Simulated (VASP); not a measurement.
All values below come from PBE GGA with D3 dispersion (Becke-Johnson damping), VASP's PBE PAW potentials (set 64) (plane waves; VASP).

The input files of a VASP run:

**KPOINTS**
```
Automatic mesh
0
Gamma
12 12 9
0 0 0
```

INCAR:
```
# general
SYSTEM  =  MgB2
PREC    =  Accurate
ENCUT   =  520   # plane-wave cut-off (eV)
LREAL   =  .FALSE.   # projection in real space or not
LASPH   =  .TRUE.   # aspherical one-centre terms

# electronic loop
EDIFF   =  1E-7
NELM    =  100
ALGO    =  Normal   # blocked Davidson

# smearing
ISMEAR  =  1
SIGMA   =  0.1

# functional
GGA     =  PE
IVDW    =  12   # D3, Becke-Johnson

# ions
IBRION  =  2   # conjugate gradients
NSW     =  30   # most ionic steps
ISIF    =  4
EDIFFG  =  -0.01   # ionic stop

# output
LWAVE   =  .FALSE.
LCHARG  =  .FALSE.
```

**POSCAR**
```
MgB2
1
    1.5566370344    -2.6961739433     0.0000000000
    1.5566370344     2.6961739433     0.0000000000
    0.0000000000     0.0000000000     3.5124838772
Mg B
1 2
Direct
  0.0000000000   0.0000000000   0.0000000000
  0.3333330000   0.6666670000   0.5000000000
  0.6666670000   0.3333330000   0.5000000000
```

POTCAR, in this order: Mg B (PBE.64 set). Program: vasp_std.

### Question
Predict the energy per atom (σ→0), dispersion energy, band gap (on the k-mesh).

### Answer

| Property | Value |
|---|---|
| energy per atom (σ→0) | -5384 meV/atom |
| dispersion energy | -0.834 eV |
| band gap (on the k-mesh) | none (metal, semimetal or under 0.01 eV) |

### OSZICAR
```
...
DAV:   6    -0.153194337048E+02   -0.15268E-07   -0.19020E-07  1968   0.383E-03
   2 F= -.16153030E+02 E0= -.16153166E+02  d E =-.486693E-02
       N       E                     dE             d eps       ncg     rms          rms(c)
DAV:   1    -0.153195100468E+02   -0.76357E-04   -0.14448E-03  2176   0.295E-01    0.218E-02
DAV:   2    -0.153194823463E+02    0.27700E-04   -0.59995E-05  2080   0.499E-02    0.102E-02
DAV:   3    -0.153194761371E+02    0.62093E-05   -0.28220E-05  1888   0.284E-02    0.214E-03
DAV:   4    -0.153194760814E+02    0.55681E-07   -0.90484E-07  1848   0.738E-03
   3 F= -.16153071E+02 E0= -.16153217E+02  d E =-.490867E-02
```

The compound is MgB2 in the AlB2 type structure. This cell is one point of a volume scan, at 1.06 of the reference volume. Symmetry was kept, so distortions that lower it aren't found.
